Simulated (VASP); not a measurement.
# Zn2CdSeS2 (Imm2) in VASP: relaxation of cell and atoms with PBE

Aim: the relaxation of cell and atoms of Zn2CdSeS2 with PBE.

Everything below comes from runs of VASP 6.6.1. Logs are shortened: lines on timing, memory, paths and dates and some standing lists are left out, and cuts for length are marked.

## Step 1: Starting point

Symmetry: Imm2, No. 44, orthorhombic system. The conventional cell has a = 4.008 Å, b = 12.148 Å, c = 5.700 Å, α = 90.00°, β = 90.00°, γ = 90.00°. Around Zn (site symmetry m) lie 3 S at 2.37 to 2.39 Å and 1 Se at 2.47 Å. Around Cd (site symmetry mm2) lie 2 S at 2.58 Å and 2 Se at 2.65 Å. Se (site symmetry mm2) is surrounded by 2 Zn at 2.47 Å and 2 Cd at 2.65 Å. S (site symmetry m) has 3 Zn at 2.37 to 2.39 Å and 1 Cd at 2.58 Å as nearest neighbours.

The cell was built by a generator and needn't be a form met in nature.

## Step 2: Relaxation of cell and atoms, PBE

Contents of INCAR:

```
  ALGO = Normal
  EDIFF = 1E-6
  EDIFFG = -0.01
  ENCUT = 520
  GGA = PE
  IBRION = 2
  ISIF = 3
  ISMEAR = 0
  KPAR = 4
  LASPH = T
  LCHARG = F
  LREAL = F
  LWAVE = F
  NELM = 120
  NSW = 90
  PREC = Accurate
  SIGMA = 0.03
```

Contents of KPOINTS:

```
k-points
0
Gamma
  8 8 8
```

Contents of POSCAR:

```
Zn2CdSeS2
1.0
   -2.0040000000      6.0740000000      2.8500000000
    2.0040000000     -6.0740000000      2.8500000000
    2.0040000000      6.0740000000     -2.8500000000
Zn Cd Se S
2 1 1 2
Direct
    0.6817289100      0.0075438600      0.6741850500
    0.3333588100      0.0075438600      0.3258149500
    0.9805263200      0.9805263200      0.0000000000
    0.2838596500      0.7838596500      0.5000000000
    0.5568798800      0.7352631600      0.8216167300
    0.9136464300      0.7352631600      0.1783832700
```

Potentials or basis: VASP PAW PBE potentials, release 64 (Zn, Cd, Se, S).

On the command line:

```console
$ cat potpaw_PBE.64/Zn/POTCAR potpaw_PBE.64/Cd/POTCAR potpaw_PBE.64/Se/POTCAR potpaw_PBE.64/S/POTCAR > POTCAR
$ mpirun -np 4 vasp_std > vasp.out
```

OUTCAR:

```text
EDIFF = 1E-6
   EDIFFG = -0.01
   ENCUT = 520
   GGA = PE
   IBRION = 2
   ISIF = 3
   ISMEAR = 0
   LASPH = T
   LREAL = F
   NELM = 120
   NSW = 90
   PREC = Accurate

 ion  position               nearest neighbor table
   1  0.682  0.008  0.674-   5 2.37   6 2.39   6 2.39   4 2.47
   2  0.333  0.008  0.326-   6 2.37   5 2.39   5 2.39   4 2.47
   3  0.981  0.981  0.000-   6 2.58   5 2.58   4 2.65   4 2.65
   4  0.284  0.784  0.500-   1 2.47   2 2.47   3 2.65   3 2.65
   5  0.557  0.735  0.822-   1 2.37   2 2.39   2 2.39   3 2.58
   6  0.914  0.735  0.178-   2 2.37   1 2.39   1 2.39   3 2.58

  LATTYP: Found a body centered orthorhombic cell.
 ALAT       =     4.0080000000
 B/A-ratio  =     1.4221556886
 C/A-ratio  =     3.0309381238

  Lattice vectors:

 A1 = (   2.0040000000,  -6.0740000000,  -2.8500000000)
 A2 = (  -2.0040000000,  -6.0740000000,   2.8500000000)
 A3 = (  -2.0040000000,   6.0740000000,  -2.8500000000)

Analysis of symmetry for initial positions (statically):
=====================================================================
 Subroutine PRICEL returns:
 Original cell was already a primitive cell.

 Routine SETGRP: Setting up the symmetry group for a
 body centered orthorhombic supercell.

 Subroutine GETGRP returns: Found  4 space group operations
 (whereof  4 operations were pure point group operations)
 out of a pool of  8 trial point group operations.

The static configuration has the point symmetry C_2v.

Analysis of symmetry for dynamics (positions and initial velocities):
=====================================================================
 Subroutine PRICEL returns:
 Original cell was already a primitive cell.

 Routine SETGRP: Setting up the symmetry group for a
 body centered orthorhombic supercell.

 Subroutine GETGRP returns: Found  4 space group operations
 (whereof  4 operations were pure point group operations)
 out of a pool of  8 trial point group operations.

The dynamic configuration has the point symmetry C_2v.

 Subroutine INISYM returns: Found  4 space group operations
 (whereof  4 operations are pure point group operations),
 and found     1 'primitive' translations

----------------------------------------------------------------------------------------

                                     Primitive cell

[... 120 lines left out ...]
  Fermi-wavevector in a.u.,A,eV,Ry     =   1.195218  2.258634 19.436535  1.428545
  Thomas-Fermi vector in A             =   2.331188
   LORBIT       =      0    0 simple, 1 ext, 2 COOP (PROOUT), +10 PAW based schemes
   GGA     = PE    functional components
   LHFCALC =     F    Hartree Fock is set to
   AEXX    =    0.0000 exact exchange contribution
   IVDW    =     0    specifies the selected vdW correction
   LEPSILON=     F    determine dielectric tensor
   LRPA    =     F    only Hartree local field effects (RPA)
 conjugate gradient relaxation of ions
 non-spin polarized calculation
 Gauss-broadening in eV      SIGMA  =   0.03
  energy-cutoff  :      520.00
  volume of cell :      138.76
 maximum number of plane-waves:      3765
 NGX is ok and might be reduce to    54
   NGX = 27   NGY = 27   NGZ = 27

--------------------------------------- Ionic step        1  -------------------------------------------

 number of electron      54.0000005 magnetization

 Free energy of the ion-electron system (eV)
  ---------------------------------------------------
  ext. energy  EPLUGINS =         0.00000000
  ---------------------------------------------------
  free energy    TOTEN  =       -18.98404933 eV

  energy without entropy =      -18.98404933  energy(sigma->0) =      -18.98404933

------------------------ aborting loop because EDIFF is reached ----------------------------------------

  FORCE on cell =-STRESS in cart. coord.  units (eV):
  Direction    XX          YY          ZZ          XY          YZ          ZX
  --------------------------------------------------------------------------------------
  -------------------------------------------------------------------------------------
  Total       -0.1811808     -0.0139536     -0.0364609      0.0000000      0.0000000      0.0000000
  in kB       -2.0919211     -0.1611087     -0.4209797      0.0000000      0.0000000      0.0000000
  external PRESSURE =      -0.8913365 kB  Pullay stress =       0.0000000 kB
[... 101 lines left out ...]
  FREE ENERGIE OF THE ION-ELECTRON SYSTEM (eV)
  ---------------------------------------------------
  free  energy   TOTEN  =       -18.9856077736 eV

  energy  without entropy=      -18.9856077736  energy(sigma->0) =      -18.98560777

[... ionic steps 4 to 10 ...]

--------------------------------------- Ionic step       11  -------------------------------------------

 number of electron      54.0000001 magnetization

------------------------ aborting loop because EDIFF is reached ----------------------------------------
[... 75 lines left out ...]
--------------------------------------- Ionic step       13  -------------------------------------------

 number of electron      54.0000000 magnetization

 Free energy of the ion-electron system (eV)
  ---------------------------------------------------
  ext. energy  EPLUGINS =         0.00000000
  ---------------------------------------------------
  free energy    TOTEN  =       -18.98622960 eV

  energy without entropy =      -18.98622960  energy(sigma->0) =      -18.98622960

 E-fermi :   1.7768     XC(G=0):  -9.2327

 val. band max:        1.5992345814   @ k =   0.0000   0.0000   0.0000
 cond. band min:       2.6915863073   @ k =   0.0000   0.0000   0.0000
 fundamental gap:      1.0923517259
 Fermi energy:         1.7768460811

 k-point     1 :       0.0000    0.0000    0.0000
  band No.  band energies     occupation
      1     -11.3326      2.00000
      2     -10.5084      2.00000
      3     -10.4326      2.00000
      4      -6.1735      2.00000
      5      -6.1540      2.00000
      6      -6.0706      2.00000
[... 829 lines left out ...]
     31       6.6042      0.00000
     32       7.1073      0.00000

 [... further k-points ...]

------------------------ aborting loop because EDIFF is reached ----------------------------------------

  FORCE on cell =-STRESS in cart. coord.  units (eV):
  Direction    XX          YY          ZZ          XY          YZ          ZX
  --------------------------------------------------------------------------------------
  -------------------------------------------------------------------------------------
  Total        0.0084177     -0.0175713     -0.0035078      0.0000000      0.0000000      0.0000000
  in kB        0.0973352     -0.2031804     -0.0405615      0.0000000      0.0000000      0.0000000
  external PRESSURE =      -0.0488022 kB  Pullay stress =       0.0000000 kB
[... 21 lines left out ...]
  FREE ENERGIE OF THE ION-ELECTRON SYSTEM (eV)
  ---------------------------------------------------
  free  energy   TOTEN  =       -18.9862296038 eV

  energy  without entropy=      -18.9862296038  energy(sigma->0) =      -18.98622960

 reached required accuracy - stopping structural energy minimisation
```

OSZICAR:

```text
N       E                     dE             d eps       ncg     rms          rms(c)
DAV:   1     0.426618842063E+03    0.42662E+03   -0.25580E+04  6080   0.183E+03
DAV:   2     0.230620051051E+02   -0.40356E+03   -0.39458E+03  6344   0.424E+02
DAV:   3    -0.191422861414E+02   -0.42204E+02   -0.41866E+02  7232   0.136E+02
[... 88 lines left out ...]
DAV:   1    -0.189863258738E+02   -0.12779E-03   -0.24173E-02  6128   0.985E-01    0.796E-02
DAV:   2    -0.189862543093E+02    0.71564E-04   -0.51447E-04  7528   0.305E-01    0.324E-02
DAV:   3    -0.189862355232E+02    0.18786E-04   -0.36414E-05  7272   0.503E-02    0.201E-02
DAV:   4    -0.189862301521E+02    0.53711E-05   -0.85090E-06  7272   0.199E-02    0.638E-03
DAV:   5    -0.189862296038E+02    0.54831E-06   -0.12954E-06  3864   0.103E-02
  13 F= -.18986230E+02 E0= -.18986230E+02  d E =-.325156E-04
```

CONTCAR:

```text
Zn2CdSeS2
   1.00000000000000
    -1.9972700960585146    6.0785000856901634    2.8532418710197183
     1.9972700960585146   -6.0785000856901634    2.8532418710197183
     1.9972700960585146    6.0785000856901634   -2.8532418710197183
  Zn              Cd              Se              S
     2     1     1     2
Direct
     0.6822528480022462    0.0068253169094890    0.6754275310927572
     0.3313977858167318    0.0068253169094890    0.3245724689072427
     0.9801889884577197    0.9801889884577197    0.0000000000000000
     0.2842858090799193    0.7842858090799193    0.5000000000000000
     0.5581190316356968    0.7359372893216918    0.8221817523140128
     0.9137555370076786    0.7359372893216918    0.1778182476859871

  0.00000000E+00  0.00000000E+00  0.00000000E+00
  0.00000000E+00  0.00000000E+00  0.00000000E+00
  0.00000000E+00  0.00000000E+00  0.00000000E+00
  0.00000000E+00  0.00000000E+00  0.00000000E+00
  0.00000000E+00  0.00000000E+00  0.00000000E+00
  0.00000000E+00  0.00000000E+00  0.00000000E+00
```

It took 23 min on 4 MPI ranks of Intel Xeon Platinum 8488C (Sapphire Rapids), shared host; peak memory 0.74 GiB.

What came out:

* Free energy: -18.9862 eV
* Relaxed volume: 23.09 Å³/atom
* Relaxed cell: a = 7.006 Å, b = 7.006 Å, c = 7.006 Å, α = 146.87°, β = 59.62°, γ = 131.93°
* Space group after relaxing (to 0.05 Å): Imm2 (No. 44)
* Energy gained by relaxing: 0.4 meV/atom
* Ionic steps: 13
* Pressure after relaxing: 0.0 GPa
* Largest force after relaxing: 0.009 eV/Å
* Band gap on the k mesh: 1.09 eV, direct

Forces on the atoms (eV/Å):
```
Zn   0.000  0.008 -0.004
Zn   0.000 -0.008 -0.004
Cd   0.000  0.000  0.002
Se   0.000  0.000  0.001
S    0.000  0.005  0.003
S    0.000 -0.005  0.003
```

The path:
```
step  energy change (eV)  largest force (eV/Å)  pressure (GPa)  volume (Å³)
   1              0.0000                0.0881           -0.09       138.76
   2             -0.0011                0.0597            0.03       138.51
   3             -0.0016                0.0422            0.20       138.15
   4             -0.0019                0.0406           -0.01       138.63
   5             -0.0019                0.0409            0.03       138.54
   6             -0.0019                0.0407            0.01       138.56
   7             -0.0019                0.0409            0.02       138.55
   8             -0.0021                0.0189           -0.02       138.60
   9             -0.0021                0.0197           -0.04       138.64
  10             -0.0021                0.0121            0.06       138.50
  11             -0.0021                0.0120            0.02       138.51
  12             -0.0021                0.0112            0.02       138.51
  13             -0.0022                0.0093            0.00       138.56
```

Final structure:
```xyz
6
Lattice="-1.9973 6.0785 2.8532 1.9973 -6.0785 2.8532 1.9973 6.0785 -2.8532" Properties=species:S:1:pos:R:3 pbc="T T T"
Zn    0.0000    8.2112    0.0389
Zn    0.0000    3.9458    0.0389
Cd    0.0000    0.0000    5.5934
Se    1.9973    0.0000    1.6223
S     1.9973    3.9168    1.3464
S     0.0000    2.1617    4.1996
```
